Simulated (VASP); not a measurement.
Set up this calculation in VASP 6.6.1, as the native input.

- Task: single point
- Functional: LDA
- Potentials or basis: VASP PAW LDA potentials, release 64 (K_sv, Y_sv, In_d, F)
- Cutoff: 520 eV
- k mesh: 3 × 3 × 3
- Occupations: gaussian, width 0.01 eV
- Spin: no spin polarisation
- Dipole correction: no
- Further INCAR settings: ALGO = Fast; EDIFF = 1e-07; NBANDS = 53

The structure of K2YInF6 lies in POSCAR:

```
K2YInF6
1.0
   -0.0000000189      4.5885050486      4.5885050108
    4.5885049542      0.0000000378      4.5885049542
    4.5885050108      4.5885050486     -0.0000000189
K Y In F
2 1 1 6
Direct
    0.7499999637      0.7499999763      0.7499999637
    0.2500000363      0.2500000237      0.2500000363
    0.0000000000      0.0000000000      0.0000000000
    0.5000000000      0.5000000000      0.5000000000
    0.7684172299      0.2315828310      0.2315828084
    0.2315828084      0.2315828310      0.7684172299
    0.2315827701      0.7684171690      0.7684171916
    0.2315827744      0.7684172594      0.2315827744
    0.7684172256      0.2315827406      0.7684172256
    0.7684171916      0.7684171690      0.2315827701
```

The cell comes from a database or a generator and needn't be the stable form of this composition.

These files were run (other wordings do the same):

INCAR

```
SYSTEM = K2YInF6
PREC = Accurate
ENCUT = 520
EDIFF = 1E-7
ISMEAR = 0
SIGMA = 0.01
LREAL = .False.
LASPH = .True.
NELM = 100
ALGO = Fast
ISIF = 2
LWAVE = .False.
LCHARG = .False.
NBANDS = 53
```

KPOINTS

```
regular mesh
0
Gamma
  3 3 3
  0 0 0
```

Potentials or basis: VASP PAW LDA potentials, release 64 (K_sv, Y_sv, In_d, F).

Launch:

```sh
$ cat potpaw_LDA.64/K_sv/POTCAR potpaw_LDA.64/Y_sv/POTCAR potpaw_LDA.64/In_d/POTCAR potpaw_LDA.64/F/POTCAR > POTCAR
$ mpirun -np 1 vasp_std > vasp.out
```

It gave:

```
Pressure               : 0.0 GPa
Largest force          : 0.028 eV/Å
Band gap on the k mesh : 3.05 eV, direct
```

Caveat: spin-orbit coupling is left out, which moves the levels of the heavy elements; an odd mesh through Γ misses points on the zone boundary, where band edges often lie.

Wall time 5.5 min on 1 thread of AMD EPYC 7R13 Processor (Zen 3), on a shared host, peak memory 0.24 GiB.
